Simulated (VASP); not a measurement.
Input:

```
CELL_PARAMETERS angstrom
      0.00000     3.35236     3.35236
      3.35236     0.00000     3.35236
      3.35236     3.35236     0.00000
ATOMIC_POSITIONS crystal
  Na 0.00000 0.00000 0.00000
  I  0.50000 0.50000 0.50000
```

Computed with RPBE GGA, VASP's PBE PAW potentials (set 64) (plane waves; VASP 6.6.1). Run with 520 eV cut-off, 6×6×6 Γ-centred mesh, Gaussian smearing of 0.050 eV, potentials Na_pv I.

Unless said otherwise, spin-orbit coupling is left out, though it shifts the bands of the heavy elements here.

### Question
What does the run give for the energy per atom (σ→0), band gap (on the k-mesh) with the smallest direct gap where there is one?

### Answer

The band gap (on the k-mesh) is 3.64 eV. The smallest direct gap (on the k-mesh) is 3.64 eV and the energy per atom (σ→0) is -2.529 eV/atom.

Only differences to runs with the same potentials and settings are physical.

The compound is NaI in the rock salt structure. It was relaxed first, which changed the volume by +11 %. The start is the result of an earlier pass.
